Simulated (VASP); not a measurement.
Crystal: Ir3C4.

```xyz
7
Lattice="4.2362 0.0000 0.0000 0.0000 4.2362 0.0000 0.0000 0.0000 4.2362" Properties=species:S:1:pos:R:3 pbc="T T T"
Ir    2.1181    2.1181    0.0000
Ir    0.0000    2.1181    2.1181
Ir    2.1181    0.0000    2.1181
C     2.1181    2.1181    2.1181
C     2.1181    0.0000    0.0000
C     0.0000    2.1181    0.0000
C     0.0000    0.0000    2.1181
```

The cell was built by a generator and needn't be a form met in nature.

The cell isn't the ideal one: species swapped into the W3N4 type (Pm-3m, No. 221).

| Quantity | Value |
| --- | --- |
| Program | VASP 6.6.1 |
| Task | relaxation of cell and atoms |
| Functional | PBE |
| Potentials or basis | VASP PAW PBE potentials, release 64 (Ir, C) |
| Cutoff | 600 eV |
| k mesh | 4 × 4 × 4 |
| Occupations | gaussian, width 0.1 eV |
| Spin | no spin polarisation |

At the start: pressure 9.8 GPa; volume 10.86 Å³/atom.

Where does the relaxation end?

Over 3 steps the energy falls by 10.6 meV/atom and the volume is 11.23 Å³/atom (+3.4 %); space group Pm-3m (No. 221, to 0.05 Å).

Step by step:
```
step  energy change (eV)  largest force (eV/Å)  pressure (GPa)  volume (Å³)
   1              0.0000                0.0000            9.80        76.02
   2              0.1716                0.0000          -14.73        83.56
   3             -0.0742                0.0000           -0.18        78.58
```

Final structure:
```yaml
crystal:
  lattice:
    - [4.28331, 0.00000, 0.00000]
    - [0.00000, 4.28331, 0.00000]
    - [0.00000, 0.00000, 4.28331]
  atoms:
    - { symbol: Ir, position: [0.50000, 0.50000, 0.00000] }
    - { symbol: Ir, position: [0.00000, 0.50000, 0.50000] }
    - { symbol: Ir, position: [0.50000, 0.00000, 0.50000] }
    - { symbol: C, position: [0.50000, 0.50000, 0.50000] }
    - { symbol: C, position: [0.50000, 0.00000, 0.00000] }
    - { symbol: C, position: [0.00000, 0.50000, 0.00000] }
    - { symbol: C, position: [0.00000, 0.00000, 0.50000] }
```

Caveat: the k mesh is coarse (spacing up to 0.37 Å⁻¹), so the values aren't converged.
